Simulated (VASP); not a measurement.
# How thick must a slab of Cu(100) be?

How many layers does a slab of Cu(100) need before surface energy, work function and relaxation settle?

Method: PBE; plane waves and PAW (Cu), in VASP 6.6.1.

### 1. The structure

Symmetry: Fm-3m, No. 225, cubic system. Conventional cell: a = 3.610 Å, b = 3.610 Å, c = 3.610 Å, α = 90.00°, β = 90.00°, γ = 90.00°. Nearest to Cu lie 12 Cu at 2.55 Å.

### 2. The bulk reference, job relaxation, k-mesh 18×18×18

The bulk crystal is relaxed first, so that the slabs are cut at this functional's lattice.

INCAR reads:

```
SYSTEM = Cu
PREC = Accurate
ENCUT = 430
EDIFF = 1E-06
NELM = 120
ISMEAR = 1
SIGMA = 0.15
LREAL = .FALSE.
ALGO = Normal
GGA = PE
NBANDS = 11
LASPH = .TRUE.
LORBIT = 11
LWAVE = .FALSE.
LCHARG = .FALSE.
KPAR = 4
IBRION = 2
NSW = 30
ISIF = 3
EDIFFG = -0.01
POTIM = 0.4
```

POSCAR reads:

```
Cu
1.0
    0.0000000000      1.8050000000      1.8050000000
    1.8050000000      0.0000000000      1.8050000000
    1.8050000000      1.8050000000      0.0000000000
Cu
1
Direct
    0.0000000000      0.0000000000      0.0000000000
```

KPOINTS reads:

```
Automatic mesh
0
Gamma
18 18 18
0 0 0
```

PAW data sets: Cu (PBE family, release 64).

Launch:

```console
$ mpirun -np 4 vasp_std
```

The log of the run:

```text
[banner, memory and clock lines left out]
running    4 mpi-ranks, on    1 nodes
 distrk:  each k-point on    1 cores,    4 groups
 distr:  one band on    1 cores,    1 groups

 POSCAR found type information on POSCAR Cu
 POSCAR found :  1 types and       1 ions
 LDA part: xc-table for (Slater+PW92), standard interpolation
 POSCAR, INCAR and KPOINTS ok, starting setup
 FFT: planning ... GRIDC
 FFT: planning ... GRID_SOFT
 FFT: planning ... GRID
 WAVECAR not read
 entering main loop
       N       E                     dE             d eps       ncg     rms          rms(c)
DAV:   1     0.367247763390E+02    0.36725E+02   -0.49518E+03  4706   0.146E+03
DAV:   2    -0.374198689282E+01   -0.40467E+02   -0.37520E+02  4400   0.188E+02
DAV:   3    -0.462411408540E+01   -0.88213E+00   -0.87986E+00  4902   0.350E+01
DAV:   4    -0.462964164993E+01   -0.55276E-02   -0.55270E-02  4770   0.241E+00
DAV:   5    -0.462969917479E+01   -0.57525E-04   -0.57525E-04  4907   0.250E-01    0.767E+00
DAV:   6    -0.410265281191E+01    0.52705E+00   -0.15061E+01  4973   0.776E+01    0.390E+00
DAV:   7    -0.373753115271E+01    0.36512E+00   -0.23679E+00  4973   0.306E+01    0.569E-01
DAV:   8    -0.372690374646E+01    0.10627E-01   -0.48821E-03  4797   0.111E+00    0.314E-01
DAV:   9    -0.372519140047E+01    0.17123E-02   -0.11033E-02  5042   0.193E+00    0.327E-02
DAV:  10    -0.372519075523E+01    0.64524E-06   -0.61701E-05  6356   0.142E-01    0.641E-03
DAV:  11    -0.372519017841E+01    0.57682E-06   -0.36330E-07  3171   0.848E-03
   1 F= -.37251902E+01 E0= -.37252286E+01  d E =-.372519E+01
 curvature:   0.00 expect dE= 0.000E+00 dE for cont linesearch  0.000E+00
 trial: gam= 0.00000 g(F)=  0.000E+00 g(S)=  0.336E-02 ort = 0.000E+00 (trialstep = 0.100E+01)
 search vector abs. value=  0.336E-02
 bond charge predicted
       N       E                     dE             d eps       ncg     rms          rms(c)
DAV:   1    -0.381811164207E+01   -0.92921E-01   -0.15787E+00  5004   0.285E+01    0.247E+00
DAV:   2    -0.375615261742E+01    0.61959E-01   -0.12161E+00  4929   0.212E+01    0.987E-01
DAV:   3    -0.372899453255E+01    0.27158E-01   -0.20026E-01  4922   0.891E+00    0.378E-01
DAV:   4    -0.372638045550E+01    0.26141E-02   -0.55711E-03  5756   0.968E-01    0.446E-02
DAV:   5    -0.372635809332E+01    0.22362E-04   -0.18039E-04  5018   0.262E-01    0.120E-02
DAV:   6    -0.372635797974E+01    0.11358E-06   -0.45543E-06  3354   0.340E-02
   2 F= -.37263580E+01 E0= -.37264155E+01  d E =-.116780E-02
 trial-energy change:   -0.001168  1 .order   -0.001226   -0.003362    0.000911
 step:   0.7725(harm=  0.7868)  dis= 0.00000  next Energy=    -3.726462 (dE=-0.127E-02)
 bond charge predicted
       N       E                     dE             d eps       ncg     rms          rms(c)
DAV:   1    -0.373131624833E+01   -0.49582E-02   -0.81027E-02  4998   0.629E+00    0.582E-01
DAV:   2    -0.372829420354E+01    0.30220E-02   -0.70902E-02  4914   0.513E+00    0.250E-01
DAV:   3    -0.372658438918E+01    0.17098E-02   -0.11774E-02  4910   0.215E+00    0.801E-02
DAV:   4    -0.372645793941E+01    0.12645E-03   -0.14181E-04  5109   0.116E-01    0.162E-03
DAV:   5    -0.372645770909E+01    0.23032E-06   -0.13211E-06  3462   0.165E-02
   3 F= -.37264577E+01 E0= -.37265110E+01  d E =-.126753E-02
 curvature:  -0.39 expect dE=-0.496E-07 dE for cont linesearch -0.496E-07
 trial: gam=-0.00610 g(F)=  0.140E-70 g(S)=  0.127E-06 ort = 0.206E-04 (trialstep = 0.955E+00)
 search vector abs. value=  0.105E-09
 reached required accuracy - stopping structural energy minimisation
```

The job ended after 5.4 s (4 MPI ranks of Intel Xeon 6975P-C (Granite Rapids), shared host; peak memory 0.52 GiB; 20 s of CPU time).

The logs omit lines about the potential files and the build; timing stands in the text.

OUTCAR, selected parts (step 2):

```text
ion  position               nearest neighbor table
   1  0.000  0.000  0.000-

  LATTYP: Found a face centered cubic cell.
 ALAT       =     3.6100000000

 Subroutine GETGRP returns: Found 48 space group operations
 (whereof 48 operations were pure point group operations)

The static configuration has the point symmetry O_h .

 Found    195 irreducible k-points:

   k-points           NKPTS =    195   k-points in BZ     NKDIM =    195   number of bands    NBANDS=     11

   dimension x,y,z NGX =    18 NGY =   18 NGZ =   18
   dimension x,y,z NGXF=    36 NGYF=   36 NGZF=   36

   ENCUT  =  430.0 eV  31.60 Ry    5.62 a.u.   4.32  4.32  4.32*2*pi/ulx,y,z

   NELECT =      11.0000    total number of electrons

 k-points in reciprocal lattice and weights: Automatic mesh
   0.00000000  0.00000000  0.00000000       0.000
   0.05555556  0.00000000  0.00000000       0.001
   0.11111111  0.00000000  0.00000000       0.001
   0.16666667  0.00000000  0.00000000       0.001
   0.22222222  0.00000000  0.00000000       0.001
   0.27777778  0.00000000  0.00000000       0.001
   0.33333333  0.00000000  0.00000000       0.001
   0.38888889  0.00000000  0.00000000       0.001
   0.44444444  0.00000000  0.00000000       0.001
[...]
-0.27777778  0.44444444  0.22222222       0.004
  -0.27777778  0.50000000  0.22222222       0.002

 average (electrostatic) potential at core
       1 -63.8025

 E-fermi :   7.4235

 k-point     1 :       0.0000    0.0000    0.0000
  band No.  band energies     occupation
    ...
      2       4.4624      2.00000
      3       4.4624      2.00000
      4       4.4624      2.00000
      5       5.2711      2.00000
      6       5.2711      2.00000
      7      29.9564      0.00000
      8      32.5124      0.00000
      9      32.5124      0.00000
     10      32.5124      0.00000
     11      34.9979      0.00000

 k-point     2 :       0.0556    0.0000    0.0000
  band No.  band energies     occupation
    ...
      2       4.4390      2.00000
      3       4.4835      2.00000
      4       4.4835      2.00000
      5       5.2627      2.00000
      6       5.2627      2.00000
      7      29.2949      0.00000
      8      31.1723      0.00000
      9      32.1475      0.00000
     10      32.1475      0.00000
     11      35.5226      0.00000

 k-point     3 :       0.1111    0.0000    0.0000
  band No.  band energies     occupation
    ...
      2       4.3754      2.00000
      3       4.5384      2.00000
      4       4.5384      2.00000
      5       5.2460      2.00000
      6       5.2460      2.00000
      7      26.8479      0.00000
      8      30.6182      0.00000
      9      31.4803      0.00000
     10      31.4803      0.00000
     11      36.6181      0.00000

  Total        0.0010457      0.0010457      0.0010457      0.0000000     -0.0000000      0.0000000
  in kB        0.1402928      0.1402928      0.1402928      0.0000000     -0.0000000      0.0000000
  external PRESSURE =       0.1402928 kB  Pullay stress =       0.0000000 kB

  energy-cutoff  :      430.00
  volume of cell :       11.94
      direct lattice vectors                 reciprocal lattice vectors
     0.000000000  1.814171064  1.814171064    -0.275607968  0.275607968  0.275607968
     1.814171064  0.000000000  1.814171064     0.275607968 -0.275607968  0.275607968
     1.814171064  1.814171064 -0.000000000     0.275607968  0.275607968 -0.275607968

 POSITION                                       TOTAL-FORCE (eV/Angst)
 -----------------------------------------------------------------------------------
      0.00000      0.00000      0.00000         0.000000      0.000000      0.000000
 -----------------------------------------------------------------------------------
    total drift:                                0.000000     -0.000000     -0.000000

  FREE ENERGIE OF THE ION-ELECTRON SYSTEM (eV)
  ---------------------------------------------------
  free  energy   TOTEN  =        -3.7264577091 eV

  energy  without entropy=       -3.7266175782  energy(sigma->0) =       -3.72651100

 reached required accuracy - stopping structural energy minimisation

 total charge
# of ion       s       p       d       tot
------------------------------------------
    1        0.445   0.373   9.174   9.991

[... 3 further parts left out ...]
```

CONTCAR:

```
Cu
   1.00000000000000
     0.0000000000000000    1.8141710638489450    1.8141710638489450
     1.8141710638489450    0.0000000000000000    1.8141710638489450
     1.8141710638489450    1.8141710638489450   -0.0000000000000000
  Cu
     1
Direct
     0.0000000000000000    0.0000000000000000    0.0000000000000000
```

This run has no spin polarisation. Its electron count is odd, so without a moment it is a metal by construction. The run keeps the 48 symmetry operations of its start, so it cannot find a distortion of lower symmetry.

Step by step:

```csv
step,energy less that of the first step (eV),largest force (eV/Å),pressure (GPa),volume (Å³)
1,0.0000,0.0000,2.32,11.76
2,-0.0012,0.0000,-0.62,12.00
3,-0.0013,0.0000,0.01,11.94
```

```csv
"conventional cell, symmetrised",before,after,change
a (Å),3.610,3.628,+0.5 %
b (Å),3.610,3.628,+0.5 %
c (Å),3.610,3.628,+0.5 %
volume (Å³/atom),11.76,11.94,+1.5 %
```

Final coordinates:

```xyz
1
Lattice="0.0000 1.8142 1.8142 1.8142 0.0000 1.8142 1.8142 1.8142 0.0000" Properties=species:S:1:pos:R:3 pbc="T T T"
Cu    0.0000    0.0000    0.0000
```

This step gave:

```
electronic cycles       : 22
electrons               : 11
free energy (TOTEN)     : -3.726 eV
energy at zero smearing : -3.727 eV
Fermi energy            : 7.423 eV
metallic                : yes
```

The run ended after 3 ionic steps, 0.001 eV below its first step, once forces and stress met EDIFFG = -0.01.

Energy at zero smearing: -3.72651 eV.

### 3. The bulk reference, job self-consistent run, k-mesh 22×22×22

INCAR reads:

```
SYSTEM = Cu
PREC = Normal
ENCUT = 330
EDIFF = 1E-06
NELM = 120
ISMEAR = 1
SIGMA = 0.15
LREAL = .FALSE.
ALGO = Fast
GGA = PE
NBANDS = 11
LASPH = .TRUE.
LORBIT = 11
LWAVE = .FALSE.
LCHARG = .FALSE.
KPAR = 4
```

POSCAR reads:

```
Cu
1.0
    0.0000000000      1.8141710638      1.8141710638
    1.8141710638      0.0000000000      1.8141710638
    1.8141710638      1.8141710638      0.0000000000
Cu
1
Direct
    0.0000000000      0.0000000000      0.0000000000
```

KPOINTS reads:

```
Automatic mesh
0
Gamma
22 22 22
0 0 0
```

Launch:

```console
$ mpirun -np 4 vasp_std
```

The log of the run:

```text
[... set-up lines as in an earlier step ...]
 entering main loop
       N       E                     dE             d eps       ncg     rms          rms(c)
DAV:   1     0.322640366734E+02    0.32264E+02   -0.42131E+03  7908   0.121E+03
DAV:   2    -0.395302930051E+01   -0.36217E+02   -0.33526E+02  7377   0.168E+02
DAV:   3    -0.462434189954E+01   -0.67131E+00   -0.66929E+00  8255   0.291E+01
DAV:   4    -0.462831967054E+01   -0.39778E-02   -0.39774E-02  8021   0.193E+00
[...]
RMM:  11    -0.373589073713E+01   -0.72885E-05   -0.66156E-05  9541   0.115E-01    0.160E-02
RMM:  12    -0.373589100246E+01   -0.26533E-06   -0.20154E-05  9567   0.650E-02    0.395E-03
RMM:  13    -0.373589154904E+01   -0.54659E-06   -0.43904E-06  7107   0.209E-02
   1 F= -.37358915E+01 E0= -.37359547E+01  d E =0.189543E-03
```

Run time: 2.2 s. Hardware: 4 MPI ranks; peak memory 0.44 GiB; 6.8 s of CPU time.

OUTCAR, selected parts (step 3):

```text
  Total        0.0706080      0.0706080      0.0706080      0.0000000      0.0000000      0.0000000
  in kB        9.4732614      9.4732614      9.4732614      0.0000000      0.0000000      0.0000000
  external PRESSURE =       9.4732614 kB  Pullay stress =       0.0000000 kB

 POSITION                                       TOTAL-FORCE (eV/Angst)
 -----------------------------------------------------------------------------------
      0.00000      0.00000      0.00000         0.000000     -0.000000      0.000000
 -----------------------------------------------------------------------------------
    total drift:                               -0.000000      0.000000     -0.000000

  FREE ENERGIE OF THE ION-ELECTRON SYSTEM (eV)
  ---------------------------------------------------
  free  energy   TOTEN  =        -3.7358915490 eV

  energy  without entropy=       -3.7360810922  energy(sigma->0) =       -3.73595473

[... 3 further parts left out ...]
[key lines of the parts left out:]
E-fermi :   7.4371
```

This step gave:

```yaml
electronic_cycles: 13
free_energy_toten: -3.736 eV
energy_at_zero_smearing: -3.736 eV
fermi_energy: 7.437 eV
```

Energy at zero smearing: -3.73595 eV.

The run ends at a pressure of 0.95 GPa.

(Part 1 of 7 ends here.)

[Lines on the potential files, build, host, timing and source positions are cut from VASP's logs without a mark.]

[Logs are printed without paths, hosts, clocks, repeated set-up lines and the standing remarks that a program may print on its own settings, such as how far it seeks lower states.]

[Hosts, paths, dates, database ids (printed as entryN), source tags and the programs' standing remarks are cut or masked in the printed files.]

[Runs that stopped without an error message from VASP are left out.]
